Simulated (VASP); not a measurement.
Input:

```
KBr
1.0
    0.00000     3.18979     3.18979
    3.18979     0.00000     3.18979
    3.18979     3.18979     0.00000
K Br
1 1
Cartesian
  0.00000   0.00000   0.00000
  3.18979   3.18979   3.18979
```

Method: LDA (Ceperley-Alder, Perdew-Zunger), VASP's LDA PAW potentials (set 64) (plane waves; VASP 6.6.1). Run with 530 eV cut-off, 7×7×7 Γ-centred mesh, Gaussian smearing of 0.050 eV, potentials K_sv Br.

Q: Give the elastic stiffness tensor with the ions relaxed (GPa, in the frame of the cell).

A: 
```json
[
 {"": "xx", "xx": "50.7", "yy": "5.2", "zz": "5.2", "yz": "0.0", "xz": "0.0", "xy": "0.0"},
 {"": "yy", "xx": "5.2", "yy": "50.7", "zz": "5.2", "yz": "0.0", "xz": "0.0", "xy": "0.0"},
 {"": "zz", "xx": "5.2", "yy": "5.2", "zz": "50.7", "yz": "0.0", "xz": "0.0", "xy": "0.0"},
 {"": "yz", "xx": "0.0", "yy": "0.0", "zz": "0.0", "yz": "5.0", "xz": "0.0", "xy": "0.0"},
 {"": "xz", "xx": "0.0", "yy": "0.0", "zz": "0.0", "yz": "0.0", "xz": "5.0", "xy": "0.0"},
 {"": "xy", "xx": "0.0", "yy": "0.0", "zz": "0.0", "yz": "0.0", "xz": "0.0", "xy": "5.0"}
]
```

Q: Estimate the Hill bulk modulus, Hill shear modulus, Young's modulus, Poisson's ratio.

A: 
The Hill bulk modulus comes out as 20.4 GPa and the Hill shear modulus is 9.7 GPa. The Young's modulus is 25.2 GPa and the Poisson's ratio comes out as 0.294.

The compound is KBr in the rock salt structure. It was relaxed first, which changed the volume by -10 %.
